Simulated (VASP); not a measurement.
# A VASP study of Si2Mo (PBE + D3(BJ)): structure first, properties next, part 2 of 4

Aim: relax Si2Mo with PBE + D3(BJ), compute its properties on that cell and hold them against experiment. The start is a cell from a database of measured crystal structures.

VASP 6.6.1, plane waves and PAW; the level of theory is named at each step.

So far. Step 2 (Full relaxation (PBE + D3(BJ))): It ends with a largest force of 0.002 eV/Å and a pressure of 0.11 GPa. The volume lies -2.3 % from that of the database's start, which holds the thermal and zero-point expansion of its experiment. Step 3 (Second relaxation): It ends with a largest force of 0.002 eV/Å and a pressure of 0.06 GPa. The volume moved by under 0.01 %: the run met its threshold at the first step. The relaxed cell has a = 3.178, c = 7.790 Å (conventional setting).

The database entry behind the starting cell is an old determination (1927), so it need not match the best structure at ambient conditions.

## 4. Density, ELF and potential (PBE + D3(BJ))

Level of this step: PBE with D3(BJ); plane waves and PAW (Si, Mo_sv) (VASP).

A single point on the relaxed cell gives a clean self-consistent state, with density, ELF and potential written out.

INCAR

```
SYSTEM = Si2Mo
PREC = Accurate
ENCUT = 400
EDIFF = 1E-06
NELM = 100
ISMEAR = 0
SIGMA = 0.05
LREAL = .FALSE.
ALGO = Normal
GGA = PE
IVDW = 12
NBANDS = 17
LASPH = .TRUE.
LORBIT = 11
LWAVE = .FALSE.
LCHARG = .TRUE.
ISIF = 2
LELF = .TRUE.
LVHAR = .TRUE.
```

POSCAR

```
Si2Mo
1.0
   -1.5890689334      1.5890689334      3.8950969645
    1.5890689334     -1.5890689334      3.8950969645
    1.5890689334      1.5890689334     -3.8950969645
Si Mo
2 1
Direct
    0.3347889275      0.3347889275      0.0000000000
    0.6652110725      0.6652110725      0.0000000000
    0.0000000000      0.0000000000      0.0000000000
```

KPOINTS

```
Automatic mesh
0
Gamma
10 10 10
0 0 0
```

PAW data sets: Si and Mo_sv (PBE family, release 64).

The run is started by

```sh
mpirun -np 2 vasp_std
```

Output:

```text
[banner, memory and clock lines left out]
running    2 mpi-ranks, on    1 nodes
 distrk:  each k-point on    2 cores,    1 groups
 distr:  one band on    1 cores,    2 groups

 POSCAR found type information on POSCAR SiMo
 POSCAR found :  2 types and       3 ions
 LDA part: xc-table for (Slater+PW92), standard interpolation
|                                                                             |
|           W    W    AA    RRRRR   N    N  II  N    N   GGGG   !!!           |
|           W    W   A  A   R    R  NN   N  II  NN   N  G    G  !!!           |
|           W    W  A    A  R    R  N N  N  II  N N  N  G       !!!           |
|           W WW W  AAAAAA  RRRRR   N  N N  II  N  N N  G  GGG   !            |
|           WW  WW  A    A  R   R   N   NN  II  N   NN  G    G                |
|           W    W  A    A  R    R  N    N  II  N    N   GGGG   !!!           |
|                                                                             |
|     The number of bands has been changed from the values supplied in        |
|     The orbitals not found in the WAVECAR file will be initialized with     |
|     random numbers, which is usually adequate. For correlated               |
|     calculations, however, you should redo the groundstate calculation.     |
|     I found NBANDS = 17. Now, NBANDS = 18.                                  |
|                                                                             |

 POSCAR, INCAR and KPOINTS ok, starting setup
 FFT: planning ... GRIDC
 FFT: planning ... GRID_SOFT
 FFT: planning ... GRID
 WAVECAR not read
 entering main loop
       N       E                     dE             d eps       ncg     rms          rms(c)
DAV:   1     0.965992115126E+02    0.96599E+02   -0.98057E+03  3712   0.955E+02
DAV:   2    -0.218492340025E+02   -0.11845E+03   -0.11625E+03  4532   0.264E+02
DAV:   3    -0.240939875846E+02   -0.22448E+01   -0.22296E+01  4466   0.327E+01
DAV:   4    -0.241052330416E+02   -0.11245E-01   -0.11220E-01  4424   0.265E+00
DAV:   5    -0.241053013094E+02   -0.68268E-04   -0.68265E-04  4260   0.203E-01    0.226E+01
DAV:   6    -0.233744114388E+02    0.73089E+00   -0.54134E+00  3862   0.153E+01    0.510E+00
DAV:   7    -0.232574037265E+02    0.11701E+00   -0.79026E-01  3846   0.537E+00    0.473E+00
DAV:   8    -0.232242632933E+02    0.33140E-01   -0.91182E-02  3964   0.225E+00    0.441E-01
DAV:   9    -0.232236289198E+02    0.63437E-03   -0.17745E-03  4308   0.333E-01    0.241E-01
DAV:  10    -0.232235726563E+02    0.56263E-04   -0.46439E-04  4110   0.177E-01    0.523E-02
DAV:  11    -0.232235635830E+02    0.90733E-05   -0.12306E-04  4088   0.811E-02    0.331E-02
DAV:  12    -0.232235627862E+02    0.79688E-06   -0.17126E-05  3918   0.290E-02    0.929E-03
DAV:  13    -0.232235619113E+02    0.87480E-06   -0.16208E-06  2366   0.105E-02
   1 F= -.24993379E+02 E0= -.24993153E+02  d E =-.452953E-03
```

Elapsed: 32 s, on 2 MPI ranks of AMD EPYC 7R43, shared host; peak memory 0.29 GiB; 56 s of CPU time.

From OUTCAR (step 4):

```text
The static configuration has the point symmetry D_4h.

 Found    102 irreducible k-points:

   k-points           NKPTS =    102   k-points in BZ     NKDIM =    102   number of bands    NBANDS=     18

   NELECT =      22.0000    total number of electrons

 E-fermi :  12.5298

 k-point     2 :       0.1000    0.0000   -0.0000
  band No.  band energies     occupation
    ...
      7       8.5718      2.00000
      8       9.4679      2.00000
      9      10.0393      2.00000
     10      10.2384      2.00000
     11      12.4682      1.91812
     12      15.2030      0.00000
     13      15.4731      0.00000
     14      16.1577      0.00000
     15      16.7143      0.00000
     16      17.2405      0.00000
    ...

 k-point     3 :       0.2000    0.0000   -0.0000
  band No.  band energies     occupation
    ...
      7       7.7127      2.00000
      8       9.3518      2.00000
      9      10.3674      2.00000
     10      10.4356      2.00000
     11      11.5982      2.00000
     12      14.3672      0.00000
     13      14.8982      0.00000
     14      16.9083      0.00000
     15      16.9685      0.00000
     16      17.7737      0.00000
    ...

 Edisp (eV)   -1.76982

  Total       0.01774     0.01774     0.01022     0.00000    -0.00000     0.00000
  in kB       0.72232     0.72232     0.41618     0.00000    -0.00000     0.00000
  external pressure =        0.62 kB  Pullay stress =        0.00 kB

 POSITION                                       TOTAL-FORCE (eV/Angst)
 -----------------------------------------------------------------------------------
      0.00000      0.00000      2.60807         0.000000      0.000000     -0.001625
      0.00000      0.00000      5.18212         0.000000      0.000000      0.001625
      0.00000      0.00000      0.00000        -0.000000     -0.000000     -0.000000
 -----------------------------------------------------------------------------------
    total drift:                                0.000000      0.000000     -0.000000

  FREE ENERGIE OF THE ION-ELECTRON SYSTEM (eV)
  ---------------------------------------------------
  free  energy   TOTEN  =       -24.9933794379 eV

  energy  without entropy=      -24.9929264847  energy(sigma->0) =      -24.99315296

[... 12 parts as in an earlier step ...]

[... 1 further part left out ...]
```

Numbers from this step:

| Quantity | Value |
| --- | --- |
| SCF cycles | 13 |
| bands | 18 |
| pressure | 0.06203 GPa |

Valence electrons inside each PAW sphere by angular momentum. Sphere charges, by row:

```
atom  s (e)  p (e)  d (e)  tot (e)
 Si1  0.741  0.892      0    1.634
 Si2  0.741  0.892      0    1.634
 Mo3  2.291  6.219  4.224    12.73
```

Valence density in the ac plane of the conventional cell at fractional y = 0.000, with atoms of Si and Mo within 0.2 Å of it. It is the smooth field of the valence electrons, not physical close to the nuclei.

Values in e/Å³, 24 rows by 14 columns, each cell a mean:
```
 7.0  6.3  4.2  2.0  0.7  0.3  0.3  0.2  0.3  0.4  1.0  2.6  5.1  6.6
 3.9  3.4  2.1  1.0  0.5  0.3  0.3  0.2  0.3  0.3  0.6  1.3  2.6  3.6
 1.1  1.0  0.7  0.4  0.3  0.3  0.2  0.2  0.2  0.3  0.3  0.5  0.8  1.0
 0.4  0.4  0.4  0.3  0.3  0.2  0.2  0.2  0.2  0.2  0.3  0.3  0.4  0.4
 0.4  0.4  0.4  0.3  0.3  0.2  0.2  0.2  0.2  0.2  0.3  0.3  0.4  0.4
 0.5  0.4  0.4  0.3  0.3  0.2  0.2  0.2  0.2  0.2  0.3  0.4  0.4  0.4
 0.2  0.3  0.4  0.4  0.3  0.2  0.2  0.2  0.2  0.2  0.3  0.4  0.3  0.3
-0.1  0.0  0.3  0.4  0.3  0.3  0.2  0.2  0.2  0.3  0.4  0.4  0.2  0.0
 0.0  0.1  0.3  0.4  0.4  0.3  0.2  0.2  0.2  0.3  0.4  0.4  0.3  0.1
 0.3  0.3  0.4  0.4  0.4  0.3  0.3  0.2  0.3  0.3  0.4  0.4  0.4  0.3
 0.4  0.4  0.4  0.4  0.3  0.3  0.2  0.2  0.3  0.3  0.3  0.4  0.4  0.4
 0.3  0.3  0.3  0.3  0.3  0.3  0.2  0.2  0.2  0.3  0.3  0.3  0.3  0.3
 0.4  0.4  0.3  0.3  0.3  0.3  0.2  0.2  0.2  0.3  0.3  0.3  0.4  0.4
 0.4  0.4  0.4  0.4  0.3  0.3  0.3  0.2  0.3  0.3  0.4  0.4  0.4  0.4
 0.2  0.2  0.4  0.4  0.4  0.3  0.2  0.2  0.3  0.3  0.4  0.4  0.3  0.2
-0.1  0.0  0.3  0.4  0.4  0.3  0.2  0.2  0.2  0.3  0.4  0.4  0.2  0.0
 0.0  0.1  0.3  0.4  0.3  0.2  0.2  0.2  0.2  0.3  0.3  0.4  0.3  0.1
 0.4  0.4  0.4  0.4  0.3  0.2  0.2  0.2  0.2  0.2  0.3  0.4  0.4  0.4
 0.5  0.4  0.4  0.3  0.3  0.2  0.2  0.2  0.2  0.2  0.3  0.3  0.4  0.4
 0.4  0.4  0.4  0.3  0.3  0.2  0.2  0.2  0.2  0.2  0.3  0.3  0.4  0.4
 0.6  0.6  0.5  0.4  0.3  0.2  0.2  0.2  0.2  0.3  0.3  0.4  0.5  0.6
 2.3  2.0  1.2  0.7  0.4  0.3  0.2  0.2  0.2  0.3  0.4  0.8  1.5  2.1
 5.8  5.1  3.3  1.5  0.6  0.3  0.3  0.2  0.3  0.4  0.8  2.0  4.0  5.4
 7.4  6.9  4.8  2.3  0.8  0.3  0.3  0.2  0.3  0.4  1.1  2.9  5.7  7.1
```
Columns run along a (3.2 Å), rows up along c (7.8 Å), edges of the conventional cell, whose origin can differ from the input's. Atoms in or near the plane, at fractional coordinates: Si at (0.00, 0.33), Si at (0.00, 0.67), Mo at (0.00, 0.00).

ELF in the ac plane of the conventional cell at fractional y = 0.000, with atoms of Si and Mo within 0.2 Å of it. It is the smooth field of the valence electrons, not physical close to the nuclei.

Values, 24 rows by 14 columns, each cell a mean:
```
0.52 0.62 0.69 0.53 0.26 0.18 0.27 0.33 0.24 0.17 0.33 0.60 0.70 0.60
0.66 0.64 0.55 0.38 0.22 0.23 0.32 0.37 0.30 0.21 0.25 0.43 0.61 0.65
0.36 0.36 0.31 0.26 0.25 0.30 0.35 0.37 0.34 0.28 0.25 0.26 0.32 0.36
0.35 0.36 0.35 0.35 0.33 0.31 0.30 0.29 0.30 0.32 0.34 0.35 0.36 0.36
0.66 0.64 0.59 0.51 0.39 0.27 0.20 0.18 0.22 0.31 0.43 0.54 0.62 0.65
0.72 0.70 0.66 0.58 0.42 0.25 0.15 0.13 0.17 0.30 0.47 0.60 0.68 0.71
0.40 0.43 0.50 0.52 0.45 0.29 0.18 0.15 0.20 0.34 0.48 0.51 0.46 0.42
0.10 0.18 0.35 0.50 0.52 0.41 0.29 0.24 0.31 0.45 0.53 0.46 0.28 0.15
0.12 0.22 0.44 0.60 0.63 0.52 0.40 0.35 0.42 0.57 0.63 0.57 0.37 0.18
0.32 0.41 0.57 0.66 0.64 0.53 0.43 0.39 0.45 0.58 0.66 0.65 0.53 0.38
0.49 0.53 0.58 0.59 0.54 0.46 0.39 0.36 0.40 0.49 0.56 0.59 0.57 0.51
0.49 0.50 0.51 0.49 0.45 0.39 0.35 0.33 0.36 0.41 0.46 0.50 0.51 0.50
0.50 0.52 0.54 0.53 0.49 0.42 0.36 0.34 0.37 0.44 0.50 0.54 0.53 0.51
0.43 0.50 0.60 0.64 0.60 0.50 0.41 0.38 0.43 0.54 0.62 0.63 0.56 0.47
0.20 0.31 0.52 0.65 0.65 0.54 0.43 0.38 0.45 0.59 0.66 0.62 0.45 0.27
0.08 0.16 0.37 0.54 0.58 0.47 0.35 0.30 0.37 0.52 0.58 0.50 0.30 0.13
0.21 0.27 0.39 0.49 0.47 0.34 0.23 0.19 0.25 0.39 0.49 0.48 0.36 0.25
0.61 0.60 0.60 0.55 0.43 0.26 0.16 0.13 0.17 0.31 0.48 0.58 0.61 0.61
0.74 0.72 0.66 0.56 0.41 0.25 0.17 0.15 0.18 0.30 0.46 0.59 0.68 0.72
0.50 0.49 0.47 0.43 0.37 0.30 0.25 0.24 0.26 0.32 0.39 0.44 0.48 0.49
0.28 0.29 0.28 0.28 0.29 0.32 0.34 0.34 0.33 0.31 0.29 0.28 0.29 0.29
0.56 0.52 0.42 0.29 0.22 0.27 0.35 0.38 0.33 0.24 0.23 0.34 0.47 0.54
0.64 0.68 0.66 0.47 0.24 0.20 0.29 0.35 0.27 0.19 0.29 0.54 0.68 0.66
0.35 0.55 0.70 0.56 0.27 0.16 0.25 0.31 0.22 0.17 0.35 0.63 0.67 0.49
```
Columns run along a (3.2 Å), rows up along c (7.8 Å), edges of the conventional cell, whose origin can differ from the input's. Atoms in or near the plane, at fractional coordinates: Si at (0.00, 0.33), Si at (0.00, 0.67), Mo at (0.00, 0.00).

Electrostatic potential energy in the ac plane of the conventional cell at fractional y = 0.000, with atoms of Si and Mo within 0.2 Å of it. With pseudopotentials it is smooth inside the atoms' cores, unlike the true potential.

Ten even steps from '0' (-92 eV) to '9' (1 eV), each cell a mean:
```
23457999997532
44578999998654
77899999999877
99999999999999
99999999999999
67899999999987
12579999998742
00268999998510
00379999998620
34689999999864
88999999999988
99999999999999
99999999999999
67899999999876
12579999998741
00268999998510
01379999998620
45789999999864
88999999999998
99999999999999
88999999999988
55689999999765
33468999997543
22357999986432
```
Columns run along a (3.2 Å; values clipped at the 3rd and 97th percentile), rows up along c (7.8 Å), edges of the conventional cell, whose origin can differ from the input's. Atoms in or near the plane, at fractional coordinates: Si at (0.00, 0.33), Si at (0.00, 0.67), Mo at (0.00, 0.00).

In this run the pressure is 0.06 GPa, small enough to go on.

## 5. Bands along the symmetry lines (PBE + D3(BJ))

The mesh alone shows little of the dispersion and can miss band extrema, so KPOINTS_OPT adds a path through the symmetry points after the self-consistent cycle.

INCAR

```
SYSTEM = Si2Mo
PREC = Accurate
ENCUT = 400
EDIFF = 1E-06
NELM = 100
ISMEAR = 0
SIGMA = 0.05
LREAL = .FALSE.
ALGO = Normal
GGA = PE
IVDW = 12
NBANDS = 24
LASPH = .TRUE.
LORBIT = 11
LWAVE = .FALSE.
LCHARG = .FALSE.
KPAR = 2
```

POSCAR is that of step 4.

KPOINTS is that of step 4.

KPOINTS_OPT

```
Line mode
16
Line-mode
Reciprocal
  0.00000000   0.00000000   0.00000000 GAMMA
 -0.50000000   0.50000000   0.00000000 X

 -0.50000000   0.50000000   0.00000000 X
 -0.50000000   0.50000000  -0.08321832 Y

 -0.50000000   0.50000000  -0.08321832 Y
 -0.29160916   0.29160916  -0.29160916 S

 -0.29160916   0.29160916  -0.29160916 S
  0.00000000   0.00000000   0.00000000 GAMMA

  0.00000000   0.00000000   0.00000000 GAMMA
  0.50000000   0.50000000  -0.50000000 Z

  0.50000000   0.50000000  -0.50000000 Z
  0.29160916   0.70839084  -0.70839084 S1

  0.29160916   0.70839084  -0.70839084 S1
  0.00000000   0.50000000  -0.50000000 N

  0.00000000   0.50000000  -0.50000000 N
 -0.25000000   0.75000000  -0.25000000 P

 -0.25000000   0.75000000  -0.25000000 P
  0.08321832   0.91678168  -0.50000000 Y1

  0.08321832   0.91678168  -0.50000000 Y1
  0.50000000   0.50000000  -0.50000000 Z

 -0.50000000   0.50000000   0.00000000 X
 -0.25000000   0.75000000  -0.25000000 P
```

The run is started by

```sh
mpirun -np 2 vasp_std
```

Output:

```text
[... set-up lines as in an earlier step ...]
 entering main loop
       N       E                     dE             d eps       ncg     rms          rms(c)
DAV:   1     0.101064879726E+03    0.10106E+03   -0.92676E+03  4928   0.716E+02
DAV:   2    -0.217804364117E+02   -0.12285E+03   -0.11915E+03  6016   0.219E+02
DAV:   3    -0.240970284546E+02   -0.23166E+01   -0.23074E+01  5976   0.274E+01
DAV:   4    -0.241052485493E+02   -0.82201E-02   -0.82197E-02  5512   0.203E+00
DAV:   5    -0.241053015044E+02   -0.52955E-04   -0.52956E-04  6072   0.150E-01    0.226E+01
DAV:   6    -0.233765713944E+02    0.72873E+00   -0.39090E+00  5304   0.115E+01    0.519E+00
DAV:   7    -0.232578807618E+02    0.11869E+00   -0.59576E-01  5184   0.389E+00    0.471E+00
DAV:   8    -0.232243502948E+02    0.33530E-01   -0.73717E-02  5848   0.169E+00    0.430E-01
DAV:   9    -0.232236202704E+02    0.73002E-03   -0.16865E-03  5544   0.259E-01    0.249E-01
DAV:  10    -0.232235709123E+02    0.49358E-04   -0.28236E-04  5808   0.119E-01    0.465E-02
DAV:  11    -0.232235623600E+02    0.85522E-05   -0.73429E-05  5608   0.529E-02    0.329E-02
DAV:  12    -0.232235627632E+02   -0.40317E-06   -0.81217E-06  5920   0.176E-02
   1 F= -.24993380E+02 E0= -.24993154E+02  d E =-.452771E-03
 Start KPOINTS_OPT (optional k-point list driver)
k-point batch [1-102\176]
       N       E                     dE             ncg
DAV:   1     0.722565795538E+03   -0.53354E+05     4976
DAV:   2    -0.120409809746E+05   -0.12764E+05     6016
DAV:   3    -0.122683822967E+05   -0.22740E+03     6056
DAV:   4    -0.122691805070E+05   -0.79821E+00     5504
DAV:   5    -0.122691859807E+05   -0.54737E-02     6120
DAV:   6    -0.122691860466E+05   -0.65847E-04     5456
DAV:   7    -0.122691860476E+05   -0.96949E-06     4608
k-point batch [103-176\176]
       N       E                     dE             ncg
DAV:   1     0.147985280312E+05   -0.57337E+05     3600
DAV:   2     0.574595675772E+04   -0.90526E+04     4360
DAV:   3     0.558203365803E+04   -0.16392E+03     4496
DAV:   4     0.558147128440E+04   -0.56237E+00     4136
DAV:   5     0.558146756790E+04   -0.37165E-02     4536
DAV:   6     0.558146752537E+04   -0.42533E-04     4144
DAV:   7     0.558146752477E+04   -0.59933E-06     3392
```

The job ended after 67 s (2 MPI ranks; peak memory 0.42 GiB; 1.9 min of CPU time).

From OUTCAR (step 5):

```text
   k-points           NKPTS =    102   k-points in BZ     NKDIM =    102   number of bands    NBANDS=     24

   NELECT =      22.0000    total number of electrons

 E-fermi :  12.5303

 k-point     1 :       0.0000    0.0000    0.0000
  band No.  band energies     occupation
    ...
      6       6.0776      2.00000
      7       9.2098      2.00000
      8       9.4530      2.00000
      9       9.9172      2.00000
     10       9.9172      2.00000
     11      12.9926      0.00000
     12      15.7044      0.00000
     13      15.8805      0.00000
     14      16.2022      0.00000
     15      16.2022      0.00000
    ...

 Edisp (eV)   -1.76982

  Total       0.00420     0.00420    -0.00747     0.00000    -0.00000     0.00000
  in kB       0.17099     0.17099    -0.30415     0.00000    -0.00000     0.00000
  external pressure =        0.01 kB  Pullay stress =        0.00 kB

 POSITION                                       TOTAL-FORCE (eV/Angst)
 -----------------------------------------------------------------------------------
      0.00000      0.00000      2.60807         0.000000      0.000000     -0.001779
      0.00000      0.00000      5.18212        -0.000000     -0.000000      0.001779
      0.00000      0.00000      0.00000         0.000000      0.000000      0.000000
 -----------------------------------------------------------------------------------
    total drift:                                0.000000      0.000000     -0.000000

  FREE ENERGIE OF THE ION-ELECTRON SYSTEM (eV)
  ---------------------------------------------------
  free  energy   TOTEN  =       -24.9933802898 eV

  energy  without entropy=      -24.9929275183  energy(sigma->0) =      -24.99315390

[... 7 parts as in an earlier step ...]

[... 9 further parts left out ...]
```

Spin-orbit coupling is off here; it would split degenerate levels.

This step gave:

```
SCF cycles : 12
bands      : 24
pressure   : 0.001261 GPa
```

The electronic bands at the labelled points (eV, zero at the Fermi level; # counts the bands kept, so #1 is VASP's band 5):

```
          point     #4     #5     #6     #7     #8    #9   #10   #11
              Γ  -3.08  -2.61  -2.61   0.46   3.17  3.35  3.67  3.67
0.47 of the way  -5.09  -2.65  -2.52  -1.46   2.90  3.53  3.84  3.91
              X  -5.13  -4.46  -3.07  -1.13   2.47  2.90  3.28  3.47
0.53 of the way  -4.62  -4.45  -3.04  -1.33   2.27  2.66  2.87  4.20
              Y  -4.46  -3.78  -2.94  -1.72   1.90  2.16  2.77  5.00
0.47 of the way  -3.18  -2.67  -2.56  -1.45   1.36  2.07  2.56  4.52
              S  -2.79  -2.46  -2.26  -0.36   1.63  3.11  3.75  4.73
0.47 of the way  -3.62  -2.24  -1.83  -1.70   1.78  2.46  4.02  4.84
              Γ  -3.08  -2.61  -2.61   0.46   3.17  3.35  3.67  3.67
0.47 of the way  -2.17  -2.12  -2.12   0.52   1.97  1.97  2.14  4.20
              Z  -2.19  -0.52  -0.52  -0.41  -0.41  0.60  4.88  5.47
0.47 of the way  -2.57  -1.46  -1.27  -0.37   0.07  1.66  4.72  5.77
             S1  -2.79  -2.46  -2.26  -0.36   1.63  3.11  3.75  4.73
0.53 of the way  -3.46  -2.53  -2.52  -0.45   2.17  3.44  3.59  4.44
              N  -4.49  -2.58  -2.56  -0.46   2.42  3.20  4.31  4.34
0.53 of the way  -3.62  -3.27  -1.95  -1.77   0.48  2.31  3.47  4.15
              P  -6.16  -2.68  -2.04  -2.04   0.42  2.47  4.14  4.14
0.47 of the way  -5.41  -3.32  -2.68  -1.58   1.24  2.33  3.68  4.30
             Y1  -4.46  -3.78  -2.94  -1.72   1.90  2.16  2.77  5.00
0.53 of the way  -4.25  -1.64  -1.55  -0.67   0.05  1.58  4.26  5.90
              Z  -2.19  -0.52  -0.52  -0.41  -0.41  0.60  4.88  5.47
      jump to X  -5.13  -4.46  -3.07  -1.13   2.47  2.90  3.28  3.47
0.47 of the way  -5.76  -3.57  -2.78  -1.36   1.53  2.47  3.65  4.13
              P  -6.16  -2.68  -2.04  -2.04   0.42  2.47  4.14  4.14
```

The largest weight of each band there:

```
point       #4       #5       #6       #7       #8       #9      #10      #11
    Γ  Mo 1.00  Mo 0.68  Mo 0.68  Mo 1.00        -  Si 0.84  Si 0.76  Si 0.76
    X  Si 0.95  Mo 0.60  Mo 0.86  Si 0.55  Mo 1.00  Mo 0.89  Si 0.85  Mo 0.89
    Y  Mo 0.57  Si 0.71  Mo 0.86  Mo 0.64  Mo 0.99  Mo 0.51  Mo 0.87  Mo 0.64
    S  Mo 0.85  Mo 0.80  Mo 0.72  Mo 0.99  Mo 0.94  Mo 0.85  Si 0.52  Si 0.67
    Γ  Mo 1.00  Mo 0.68  Mo 0.68  Mo 1.00        -  Si 0.84  Si 0.77  Si 0.77
    Z  Mo 0.92  Mo 0.94  Mo 0.94  Si 0.90  Si 0.90  Mo 1.00  Si 0.98  Si 0.73
```

There is no gap at this level.

[end of part 2 of 4]

[Lines on the potential files, build, host, timing and source positions are cut from VASP's logs without a mark.]

[Logs are printed without paths, hosts, clocks, repeated set-up lines and the standing remarks that a program may print on its own settings, such as how far it seeks lower states.]

[Hosts, paths, dates, database ids (printed as entryN), source tags and the programs' standing remarks are cut or masked in the printed files.]

[Measured values are set beside computed ones only where the two were judged alike; some that the calculation misses by far are left out.]
